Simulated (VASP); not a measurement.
Consider the following.

```
CELL_PARAMETERS angstrom
      1.56137    -2.70437     0.00000
      1.56137     2.70437     0.00000
      0.00000     0.00000     3.45477
ATOMIC_POSITIONS crystal
  Hf 0.00000 0.00000 0.00000
  B  0.33333 0.66667 0.50000
  B  0.66667 0.33333 0.50000
```

Level of theory: optB86b-vdW, VASP's PBE PAW potentials (set 64) (plane waves; VASP). Settings: 520 eV cut-off, 10×10×8 Γ-centred mesh, first-order Methfessel-Paxton smearing of 0.10 eV, potentials Hf_pv B.

**Question.** The ions, cell shape and volume are relaxed. Which structure does the run end with?

**Answer.** 
```
CELL_PARAMETERS angstrom
      1.56770    -2.71534     0.00000
      1.56770     2.71534     0.00000
      0.00000     0.00000     3.48404
ATOMIC_POSITIONS crystal
  Hf 0.00000 0.00000 0.00000
  B  0.33333 0.66667 0.50000
  B  0.66667 0.33333 0.50000
```
Space group P6/mmm (191), at a tolerance of 0.03 Å.

**Question.** How do energy and volume change from the first to the last step?

**Answer.** The energy (σ→0) changes by -2.2 meV/atom and the volume by +1.7 %, in 4 ionic steps.

| step | E(σ→0) (eV) | max force (eV/Å) | pressure (GPa) | volume (Å³) |
|---|---|---|---|---|
| 1 | -22.9668 | 0.000 | 4.29 | 29.18 |
| 2 | -22.9630 | 0.000 | -5.27 | 30.29 |
| 3 | -22.9733 | 0.000 | -0.08 | 29.66 |
| 4 | -22.9735 | 0.000 | -0.03 | 29.66 |

The compound is HfB2 in the AlB2 type structure. This run relaxes it. Symmetry was kept, so distortions that lower it aren't found.
